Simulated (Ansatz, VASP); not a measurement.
# Ge (Germanium) in two plane-wave programs

Aim: how closely do two programs agree when they are given the same cell, functional and k mesh? The cell is taken from a series of runs on this material, whose earlier steps may have relaxed, scaled, displaced or heated it; both programs get it as it stands.

Method: plane waves, with VASP 6.6.1 beside it; zone-centre phonons at LDA, in Ansatz 0.2.0.

This is not the structure that Ge takes at ambient pressure and room temperature (diamond type); it is a model or a phase of other conditions.

## 1. Set-up

It takes space group I4_1/amd (No. 141, tetragonal). The conventional cell has a = 4.094 Å, b = 4.094 Å, c = 5.489 Å, α = 90.00°, β = 90.00°, γ = 90.00°. Nearest to Ge lie 4 Ge at 2.46 Å.

Structure file:

```cif
data_structure
_symmetry_space_group_name_H-M 'P 1'
_symmetry_Int_Tables_number 1
_cell_length_a 3.9893
_cell_length_b 3.9893
_cell_length_c 4.0942
_cell_angle_alpha 59.126
_cell_angle_beta 59.126
_cell_angle_gamma 61.747
_cell_volume 46.01
loop_
_atom_site_label
_atom_site_type_symbol
_atom_site_fract_x
_atom_site_fract_y
_atom_site_fract_z
_atom_site_occupancy
Ge1 Ge 0.50000 0.50000 0.50000 1
Ge2 Ge 0.75000 0.75000 0.75000 1
```

## 2. VASP: zone-centre phonons, LDA

Second derivatives magnify differences that forces hide, and they need a tight electronic threshold.

Lines of VASP's logs that name or quote its potential files are left out, and so is its time.

Contents of INCAR:

```
SYSTEM = Ge
PREC = Accurate
ENCUT = 500
EDIFF = 1E-08
NELM = 120
ISMEAR = 1
SIGMA = 0.2
LREAL = .FALSE.
ALGO = Normal
GGA = CA
NBANDS = 20
LORBIT = 11
LWAVE = .FALSE.
LCHARG = .FALSE.
ISIF = 2
IBRION = 8
LASPH = .TRUE.
GGA_COMPAT = .FALSE.
KPAR = 2
```

Contents of POSCAR:

```
Ge
1.0
    0.0000000000      2.8950326834      2.7447124709
    2.8950326834      0.0000000000      2.7447124709
    2.8950326834      2.8950326834      0.0000000000
Ge
2
Direct
    0.5000000000      0.5000000000      0.5000000000
    0.7500000000      0.7500000000      0.7500000000
```

Contents of KPOINTS:

```
Automatic mesh
0
Gamma
16 16 16
0 0 0
```

PAW data sets: Ge_d (LDA family, release 64).

Launch:

```sh
$ mpirun -np 2 vasp_std
```

Numbers of over 12 decimals in the logs are rounded to 6 here.

Output:

```text
[banner, memory and clock lines left out]
running    2 mpi-ranks, on    1 nodes
 distrk:  each k-point on    1 cores,    2 groups
 distr:  one band on    1 cores,    1 groups

 POSCAR found type information on POSCAR Ge
 POSCAR found :  1 types and       2 ions
 LDA part: xc-table for (Slater(with rela. corr.)+CA(PZ))
 , standard interpolation
 POSCAR, INCAR and KPOINTS ok, starting setup
 FFT: planning ... GRIDC
 FFT: planning ... GRID_SOFT
 FFT: planning ... GRID
 WAVECAR not read
 entering main loop
       N       E                     dE             d eps       ncg     rms          rms(c)
DAV:   1     0.183385700864E+03    0.18339E+03   -0.14730E+04 14908   0.367E+03
DAV:   2     0.151616569075E+02   -0.16822E+03   -0.16373E+03 13988   0.578E+02
DAV:   3    -0.971148577945E+01   -0.24873E+02   -0.24688E+02 15812   0.144E+02
DAV:   4    -0.105156806704E+02   -0.80419E+00   -0.80349E+00 15692   0.304E+01
DAV:   5    -0.105290003624E+02   -0.13320E-01   -0.13319E-01 15652   0.425E+00    0.320E+00
DAV:   6    -0.104184447757E+02    0.11056E+00   -0.36260E-02 15552   0.174E+00    0.183E+00
DAV:   7    -0.103625563032E+02    0.55888E-01   -0.72831E-02 14516   0.208E+00    0.136E-01
DAV:   8    -0.103632056593E+02   -0.64936E-03   -0.54703E-03 15904   0.906E-01    0.485E-02
DAV:   9    -0.103632509966E+02   -0.45337E-04   -0.85225E-05 15836   0.958E-02    0.126E-02
DAV:  10    -0.103632476638E+02    0.33327E-05   -0.96166E-06 19004   0.461E-02    0.412E-03
DAV:  11    -0.103632476277E+02    0.36153E-07   -0.89786E-07 14864   0.837E-03    0.177E-03
DAV:  12    -0.103632476284E+02   -0.73305E-09   -0.60917E-08 15736   0.287E-03
   1 F= -.10363248E+02 E0= -.10363274E+02  d E =0.804622E-04
 Linear response reoptimize wavefunctions to high precision
DAV:   1    -0.103632476283E+02    0.13642E-09   -0.41577E-09 12880   0.664E-04
DAV:   2    -0.103632476283E+02   -0.41837E-10   -0.43797E-10  8848   0.244E-04
 Linear response DOF=           2
 Linear response progress:
  Degree of freedom:   1/  2
       N       E                     dE             d eps       ncg     rms          rms(c)
RMM:   1    -0.188482605161E+00   -0.18848E+00    0.82670E+00 54023   0.442E+01
RMM:   2    -0.195900755574E+00   -0.74182E-02   -0.12842E-02 70682   0.107E+00    0.738E-02
RMM:   3    -0.195964120760E+00   -0.63365E-04   -0.97219E-04 75495   0.324E-01    0.423E-02
RMM:   4    -0.195910249994E+00    0.53871E-04   -0.64811E-05 79958   0.812E-02    0.448E-03
RMM:   5    -0.195914829839E+00   -0.45798E-05   -0.48718E-06 77843   0.196E-02    0.227E-03
RMM:   6    -0.195924478060E+00   -0.96482E-05   -0.46618E-07 78398   0.521E-03    0.290E-04
RMM:   7    -0.195923688884E+00    0.78918E-06   -0.23865E-07 81219   0.181E-03    0.185E-04
RMM:   8    -0.195923045391E+00    0.64349E-06   -0.11001E-07 81770   0.656E-04    0.399E-05
RMM:   9    -0.195922929629E+00    0.11576E-06   -0.54323E-08 82271   0.297E-04    0.177E-05
RMM:  10    -0.195923074314E+00   -0.14469E-06   -0.41854E-08 82359   0.150E-04    0.536E-06
RMM:  11    -0.195923088792E+00   -0.14478E-07   -0.31319E-08 85442   0.909E-05    0.290E-06
RMM:  12    -0.195923107712E+00   -0.18921E-07   -0.16402E-08 97865   0.651E-05    0.147E-06
RMM:  13    -0.195923118877E+00   -0.11165E-07   -0.10056E-08103715   0.533E-05    0.268E-07
RMM:  14    -0.195923119097E+00   -0.22011E-09   -0.38826E-09100379   0.475E-05    0.235E-07
 first order change of Fermi-energy   0.17935E-04
 force on displaced ion       1 direction 1 : -10.174   0.000  -0.000
 Linear response progress:
  Degree of freedom:   2/  2
       N       E                     dE             d eps       ncg     rms          rms(c)
RMM:   1    -0.187970131816E+00   -0.18797E+00    0.85595E+00 30401   0.449E+01
RMM:   2    -0.195438839003E+00   -0.74687E-02   -0.13356E-02 40511   0.107E+00    0.696E-02
RMM:   3    -0.195461721957E+00   -0.22883E-04   -0.87815E-04 42492   0.307E-01    0.399E-02
RMM:   4    -0.195389528681E+00    0.72193E-04   -0.64168E-05 45448   0.812E-02    0.490E-03
RMM:   5    -0.195395152946E+00   -0.56243E-05   -0.38530E-06 44084   0.188E-02    0.220E-03
RMM:   6    -0.195404988741E+00   -0.98358E-05   -0.27720E-07 44583   0.519E-03    0.354E-04
RMM:   7    -0.195404601889E+00    0.38685E-06    0.16987E-07 45710   0.169E-03    0.214E-04
RMM:   8    -0.195404421225E+00    0.18066E-06    0.40834E-08 46408   0.602E-04    0.413E-05
RMM:   9    -0.195404254832E+00    0.16639E-06    0.26205E-08 45815   0.276E-04    0.150E-05
RMM:  10    -0.195404338875E+00   -0.84042E-07    0.48391E-10 46682   0.137E-04    0.543E-06
RMM:  11    -0.195404362492E+00   -0.23618E-07   -0.12691E-08 48008   0.832E-05    0.217E-06
RMM:  12    -0.195404378133E+00   -0.15641E-07   -0.71214E-09 55641   0.597E-05    0.151E-06
RMM:  13    -0.195404392688E+00   -0.14554E-07   -0.77321E-09 57956   0.491E-05    0.270E-07
RMM:  14    -0.195404393014E+00   -0.32636E-09    0.17616E-09 55726   0.437E-05    0.961E-08
 first order change of Fermi-energy   0.35367E-03
 force on displaced ion       1 direction 3 :  -0.000  -0.000 -10.382
 Linear response finished
```

From OUTCAR (step 2):

```text
ion  position               nearest neighbor table
   1  0.500  0.500  0.500-   2 2.46   2 2.46   2 2.46   2 2.46
   2  0.750  0.750  0.750-   1 2.46   1 2.46   1 2.46   1 2.46

  LATTYP: Found a body centered tetragonal cell.
 ALAT       =     4.0941944844
 C/A-ratio  =     1.3407826528

 Subroutine GETGRP returns: Found 16 space group operations
 (whereof  8 operations were pure point group operations)

The static configuration has the point symmetry D_2d.
 The point group associated with its full space group is D_4h.

 Found    349 irreducible k-points:

   k-points           NKPTS =    349   k-points in BZ     NKDIM =    349   number of bands    NBANDS=     20

   dimension x,y,z NGX =    30 NGY =   30 NGZ =   30
   dimension x,y,z NGXF=    60 NGYF=   60 NGZF=   60

   ENCUT  =  500.0 eV  36.75 Ry    6.06 a.u.   7.27  7.27  7.46*2*pi/ulx,y,z

   NELECT =      28.0000    total number of electrons

 k-points in reciprocal lattice and weights: Automatic mesh
   0.00000000  0.00000000  0.00000000       0.000
   0.06250000  0.00000000  0.00000000       0.002
   0.12500000  0.00000000  0.00000000       0.002
   0.18750000  0.00000000  0.00000000       0.002
   0.25000000  0.00000000  0.00000000       0.002
   0.31250000  0.00000000  0.00000000       0.002
   0.37500000  0.00000000  0.00000000       0.002
   0.43750000  0.00000000  0.00000000       0.002
   0.50000000  0.00000000  0.00000000       0.001
[...]
-0.31250000  0.18750000  0.50000000       0.001
  -0.25000000  0.25000000  0.50000000       0.000

 average (electrostatic) potential at core
       1 -75.5485       2 -75.5485

  Total       -0.9857685     -0.9857685      0.0124917      0.0000000      0.0000000      0.0000000
  in kB      -34.3282544    -34.3282544      0.4350095      0.0000000      0.0000000      0.0000000
  external PRESSURE =     -22.7404997 kB  Pullay stress =       0.0000000 kB

  energy-cutoff  :      500.00
  volume of cell :       46.01
      direct lattice vectors                 reciprocal lattice vectors
     0.000000000  2.895032683  2.744712471    -0.172709622  0.172709622  0.182168444
     2.895032683  0.000000000  2.744712471     0.172709622 -0.172709622  0.182168444
     2.895032683  2.895032683  0.000000000     0.172709622  0.172709622 -0.182168444

 POSITION                                       TOTAL-FORCE (eV/Angst)
 -----------------------------------------------------------------------------------
      2.89503      2.89503      2.74471        -0.000000     -0.000000     -0.000000
      4.34255      4.34255      4.11707         0.000000      0.000000      0.000000
 -----------------------------------------------------------------------------------
    total drift:                                0.000000     -0.000000     -0.000000

 Eigenvectors and eigenvalues of the dynamical matrix
 ----------------------------------------------------

   1 f  =    8.360014 THz    52.527516 2PiTHz  278.860043 cm-1    34.574223 meV
             X         Y         Z           dx          dy          dz
      2.895033  2.895033  2.744712     0.000000    0.000000   -0.707107
      4.342549  4.342549  4.117069     0.000000    0.000000    0.707107

   2 f  =    8.275956 THz    51.999364 2PiTHz  276.056172 cm-1    34.226588 meV
             X         Y         Z           dx          dy          dz
      2.895033  2.895033  2.744712    -0.707107    0.000000    0.000000
      4.342549  4.342549  4.117069     0.707107    0.000000    0.000000

   3 f  =    8.275956 THz    51.999364 2PiTHz  276.056172 cm-1    34.226588 meV
             X         Y         Z           dx          dy          dz
      2.895033  2.895033  2.744712     0.000000   -0.707107    0.000000
      4.342549  4.342549  4.117069     0.000000    0.707107    0.000000

   4 f  =    0.000000 THz     0.000000 2PiTHz    0.000000 cm-1     0.000000 meV
             X         Y         Z           dx          dy          dz
      2.895033  2.895033  2.744712     0.707107    0.000000    0.000000
      4.342549  4.342549  4.117069     0.707107    0.000000    0.000000

   5 f  =    0.000000 THz     0.000000 2PiTHz    0.000000 cm-1     0.000000 meV
             X         Y         Z           dx          dy          dz
      2.895033  2.895033  2.744712     0.000000    0.707107    0.000000
      4.342549  4.342549  4.117069     0.000000    0.707107    0.000000

   6 f  =    0.000000 THz     0.000000 2PiTHz    0.000000 cm-1     0.000000 meV
             X         Y         Z           dx          dy          dz
      2.895033  2.895033  2.744712     0.000000    0.000000    0.707107
      4.342549  4.342549  4.117069     0.000000    0.000000    0.707107

 ELASTIC MODULI CONTR FROM IONIC RELAXATION (kBar)
 Direction    XX          YY          ZZ          XY          YZ          ZX
 --------------------------------------------------------------------------------
 XX           0.0000      0.0000      0.0000      0.0000      0.0000      0.0000
 YY           0.0000      0.0000      0.0000      0.0000      0.0000      0.0000
 ZZ           0.0000      0.0000      0.0000      0.0000      0.0000      0.0000
 XY           0.0000      0.0000      0.0000   -189.3226      0.0000      0.0000
 YZ           0.0000      0.0000      0.0000      0.0000   -182.5773      0.0000
 ZX           0.0000      0.0000      0.0000      0.0000      0.0000   -155.8425
 --------------------------------------------------------------------------------
```

## 3. Ansatz: zone-centre phonons, LDA

Ansatz runs on its PAW soft_1 files.

The same cell, functional (in two slightly different forms), mesh and smearing now go to Ansatz, which takes its cutoff from its data sets.

Contents of input.yaml:

```yaml
crystal:
  lattice:
    - [0.0, 2.8950326834, 2.7447124709]
    - [2.8950326834, 0.0, 2.7447124709]
    - [2.8950326834, 2.8950326834, 0.0]
  atoms:
    - { symbol: Ge, position: [0.5, 0.5, 0.5] }
    - { symbol: Ge, position: [0.75, 0.75, 0.75] }
kpoints:
  mp_grid: { grid: [16, 16, 16] }
hamiltonian:
  xc: lda
  pseudopotentials: { kind: paw, azcp: { folder: soft_1 }, xc_functional: pbe }
scf:
  occupations: { method: methfessel_paxton, width: 0.2 }
output:
  eigenvalues: true
phonons:
  method: dfpt
```

Launch:

```sh
$ ansatz run input.yaml --threads 4 --pin off --max-ram 10240MiB --backend cpu --events-out ev --progress --plain --runs-dir out
```

Output:

```text
zone centre: on kpoints.mp_grid the ground state, and the responses unless they are solved on pairs of k-points, stand on 621 of the mesh's 4096 k-points, reduced under 4 symmetry operations, with k and −k counted as one. Each operation leaves every solved displacement unchanged or reverses it
Engine: ansatz 0.2.0, aarch64-unknown-linux-gnu
Pseudopotentials: kind: paw
Pseudopotential: Ge, paw, valence charge 14, recommended cutoff 420 eV (normal), soft_1/Ge.paw.azcp
Functional definition: SPW92
  exchange = slater_x
  correlation = pw_c
Crystal: 2 atoms, lattice volume = 46.008 Å³
Basis set: ecut = 420 eV, 925 PW (Γ), exchange–correlation on 64×64×64 points (8 copies of the dense FFT grid, shifted against one another)
Bands: 18, of which v1, the nominal top of the filled ones, is band 14 counted from 1 (13 counted from 0)
Symmetry: 16 space group operations
k-points: 621 of 4096 (irreducible under 4 space group operations, time reversal used)
Non-local potential: Ge, projectors of the file, l = 0: 2, l = 1: 2, l = 2: 3, l = 3: 1
PAW form: soft (Blöchl's): semilocal exchange-correlation on the pseudo side does not see the compensation charge
PAW frozen core: Ge, regenerated for the run's functional, and the local potential with it (the file was generated under x = pbe(κ = 0.804, μ = 0.219515), c = pbe(β = 0.066725))
PAW one-centre angular grid: Ge, 590 points (default); XC on 64 Gauss nodes
Initial density: superposition of atomic densities (chi_scale 0.1, normalization cell)
Initial wavefunctions: pseudopotential atomic-orbital guess
Functional: x = slater, c = lda
SCF iter   1: F=—  HF=-8431.551361 eV  |F-HF|=—  |Δ(HF+E_count)|=         —  Δρ=3.36e-2  dr2=4.78e-1  ethr=3.10e-3  ⟨swp⟩=5.1  Hψ=50182  notcnv=0
preconditioner: auto → Kerker (q_TF=auto, 2.512 Å⁻¹)  [metal: Δε(μ)=0.058 eV  Ē_g=23.321 eV  σ=0.200 eV  W_gap=0.24  n_scr=14 (ndim 8)  ℏωp=29.0 eV  f_vac=0.000  D(μ)=0.06/eV (n_scr^D=0)]
SCF iter   2: F=—  HF=-8431.492856 eV  |F-HF|=—  |Δ(HF+E_count)|=   5.85e-2  S|Δr|=    0.00e0  Δρ=2.20e-2  dr2=2.39e-1  ethr=1.71e-3  ⟨swp⟩=1.0  Hψ=16146  notcnv=0
SCF iter   3: F=—  HF=-8431.426265 eV  |F-HF|=—  |Δ(HF+E_count)|=   6.66e-2  S|Δr|=    0.00e0  Δρ=3.73e-3  dr2=1.13e-2  ethr=8.53e-4  ⟨swp⟩=2.0  Hψ=15620  notcnv=0
SCF iter   4: F=—  HF=-8431.424680 eV  |F-HF|=—  |Δ(HF+E_count)|=   1.59e-3  S|Δr|=    0.00e0  Δρ=2.37e-3  dr2=3.68e-3  ethr=4.02e-5  ⟨swp⟩=2.0  Hψ=17481  notcnv=0
SCF iter   5: F=—  HF=-8431.424456 eV  |F-HF|=—  |Δ(HF+E_count)|=   2.24e-4  S|Δr|=    0.00e0  Δρ=6.36e-4  dr2=1.22e-4  ethr=1.31e-5  ⟨swp⟩=2.0  Hψ=19875  notcnv=0
SCF iter   6: F=—  HF=-8431.424428 eV  |F-HF|=—  |Δ(HF+E_count)|=   2.79e-5  S|Δr|=    0.00e0  Δρ=1.11e-4  dr2=3.50e-6  ethr=4.35e-7  ⟨swp⟩=2.0  Hψ=19571  notcnv=0
SCF iter   7: F=—  HF=-8431.424433 eV  |F-HF|=—  |Δ(HF+E_count)|=   5.43e-6  S|Δr|=    0.00e0  Δρ=2.78e-5  dr2=2.45e-7  ethr=1.25e-8  ⟨swp⟩=2.0  Hψ=19719  notcnv=0
SCF iter   8: F=—  HF=-8431.424434 eV  |F-HF|=—  |Δ(HF+E_count)|=   6.54e-7  S|Δr|=    0.00e0  Δρ=4.81e-6  dr2=8.40e-9  ethr=8.76e-10  ⟨swp⟩=2.0  Hψ=19642  notcnv=0
SCF iter   9: F=—  HF=-8431.424434 eV  |F-HF|=—  |Δ(HF+E_count)|=   1.41e-8  S|Δr|=    0.00e0  Δρ=8.58e-7  dr2=2.78e-10  ethr=3.00e-11  ⟨swp⟩=3.0  Hψ=20069  notcnv=0
SCF iter  10: F=-8431.424434 eV  HF=-8431.424434 eV  |F-HF|=3.64e-12  |Δ(HF+E_count)|=  4.89e-10  S|Δr|=    0.00e0  Δρ=9.82e-8  dr2=3.09e-12  ethr=1.00e-12  ⟨swp⟩=4.1  Hψ=52810  notcnv=0
SCF 1 converged in 10 iterations: F = -8431.424434 eV  dr2 = 3.09e-12
  greatest PAW one-centre occupation: 0.998 electrons in one spin orbital (limit 2), on the Ge atom at site 1 (counted from 0), in its partial waves of l = 2
DFPT response loops at Γ: preconditioner auto → Kerker (q_TF=auto, 2.512 Å⁻¹) (partly filled bands, converged f_vac=0.063); β = 1.00, the filter's whole step (`scf.mixing.beta` (0.50) is not read by the response loops under this deck's `scf.mixing.preconditioner`; to damp them name `kerker` or `kerker_dos`, under which they read `scf.mixing.beta`, and type it under 1.00, their step now; both keys bind the ground state too); Broyden in place of MSR1
SCF converged after 10 iterations
Stability not checked: this state was not tested for a lower state beside it, because cold or Methfessel-Paxton smearing, or corrected tetrahedra, fill the levels in a way that the test cannot read (fill_not_monotonic; see scf.lower_state_search)
Free energy (F): -8431.424434 eV
Harris-Foulkes:  -8431.424434 eV  (|F-HF|=3.64e-12)
Internal energy: -8431.424505 eV  (E = F + TS)
E sigma→0 (E₀):  -8431.424452 eV
Entropy (-TS):   0.000071 eV (0.036 meV/atom)
Fermi energy:    8.020681 eV
--- Per-component energies (eV) ---
  E_band       = -316.332924
  E_kinetic    = 186.144414
  E_local      = -4532.086223  (includes V_loc(G=0)·N_el)
  E_nonlocal   = 441.499026
  E_hartree    = 2154.541266
  E_xc         = -142.719252
  E_vxc        = -131.100706  (∫ρ·V_xc dr)
  E_paw        = -3868.614379  (= ΣΔE_a)
  E_vpaw       = -589.872006  (= ΣTr[D̂ρ^β])
  E_aug_tail   = 0.000026  (compensation charges beyond the density's cutoff)
  E_ewald      = -2674.006036
  E_core_change = 3.816653  (= ΣΔE_core)
  E_smearing   = 0.000071  (= −TS)
  E_closure    = 0.000000  (closes the sum)
  Σ components = -8431.424434   (vs F -8431.424434, Δ=0.00e0)
--- Band table (eV; the first three rows and the last of 621) ---
  k-point 0: bands = [... 10 lower, -4.6685, 7.6665, 7.8926, 7.8926, 8.2754, 10.3814, 10.6412, 10.6412]
  k-point 1: bands = [... 10 lower, -4.6215, 6.7229, 7.7933, 8.0441, 8.6646, 10.5021, 10.7637, 10.8301]
  k-point 2: bands = [... 10 lower, -4.4813, 5.5531, 7.5512, 7.8351, 8.8594, 10.8527, 11.0559, 11.4520]
  k-point 620: bands = [... 10 lower, -0.6913, -0.6913, 4.7690, 4.7690, 8.4388, 8.4388, 17.3111, 17.3111]
--- Phonons (Γ-DFPT): 2 representative perturbations + reference, on 621 of 4096 k-points (Σ response iterations 6) ---
  k mesh reduced under 4 symmetry operations, with k and −k counted as one. Each operation leaves every solved displacement unchanged or reverses it
  ASR residual: 1.756e-5 → 0.000e0 eV/Å²; symmetrization residual: 2.926e-12 eV/Å²
  ASR residual per site (eV/Å²): 1.76e-5 1.76e-5
  Γ frequencies (cm⁻¹): 0.00 0.00 0.00 273.99 273.99 277.24
  non-analytic LO–TO correction: not included (Born effective charges unavailable; polar crystals: no LO–TO splitting at Γ)
```

Reading the cycles: dr2 is the Hartree energy of the density residual (eV), the measure of convergence; HF is the Harris–Foulkes estimate of the energy, which meets the free energy F at convergence.

## 4. Side by side

Known differences besides the potentials themselves: the two LDA forms differ slightly; the cutoff is 420 eV in Ansatz and 500 eV in VASP; VASP's log shows a relativistic correction to its local exchange, Ansatz's none. Total energies have different zeros and are not compared.

Both answers:

```
                  quantity  Ansatz   VASP  difference
optical mode 1 to 2 (cm⁻¹)   274.0  276.1     -0.75 %
     optical mode 3 (cm⁻¹)   277.2  278.9     -0.58 %
```

Modes are paired by rising frequency, not by their patterns, so a pair may set unlike modes beside each other; they are those without the splitting of longitudinal modes.

## 5. Summary of results

| Property | Result |
| --- | --- |
| r.m.s. difference of the optical zone-centre modes, each program's sorted by frequency (zone-centre phonons, LDA) | 1.9 cm⁻¹ |
| difference in optical mode 1 to 2 (zone-centre phonons, LDA) | -0.7 % |

What this shows: The r.m.s. difference of the optical zone-centre modes, each program's sorted by frequency is 1.9 cm⁻¹ (zone-centre phonons, LDA). Among the rows given in per cent, the largest difference of the zone-centre phonons, LDA pair is in optical mode 1 to 2, -0.7 %. How closely two codes agree says nothing of how well the functional describes the real material.

[Lines on the potential files, build, host, timing and source positions are cut from VASP's logs without a mark.]

[Logs are printed without paths, hosts, clocks, repeated set-up lines and the standing remarks that a program may print on its own settings, such as how far it seeks lower states.]

[Hosts, paths, dates, database ids (printed as entryN), source tags and the programs' standing remarks are cut or masked in the printed files.]
